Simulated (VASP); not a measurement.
Here is the system:

```
Sb
1.0
    3.88350    -2.16476    -0.03039
    3.88350     2.16476    -0.03039
    2.70466     0.00000     3.52895
Sb
2
Direct
  0.23605   0.23605   0.23605
  0.76395   0.76395   0.76395
```

Calculation: PBE GGA with D3 dispersion (Becke-Johnson damping), VASP's PBE PAW potentials (set 64) (plane waves; VASP). Numerical set-up: 520 eV cut-off, Gaussian smearing of 0.050 eV, potentials Sb.

Unless said otherwise, spin-orbit coupling is left out, though it shifts the bands of the heavy elements here.

### Question
Give the energies of bands 2 to 8 at the high-symmetry points, in eV from the valence-band maximum.

### Answer

```csv
band,Γ,T,H2,L,S0,F
2,-4.45,-8.88,-8.83,-9.46,-8.85,-7.63
3,-1.70,-1.02,-4.78,-1.51,-5.10,-5.31
4,-1.58,-1.02,-4.66,-1.32,-2.92,-3.51
5,-1.58,-0.21,-0.32,-0.06,-2.63,-3.48
6,2.59,0.19,0.85,0.09,3.09,1.88
7,3.08,0.19,4.92,0.50,3.61,5.31
8,3.08,1.18,4.97,0.54,4.30,5.71
```

The gap is direct, 0.07 eV, from the valence maximum at T-H2 at 0.09 to the conduction minimum at T-H2 at 0.09.

The compound is Sb in the a7 structure. It was relaxed first.
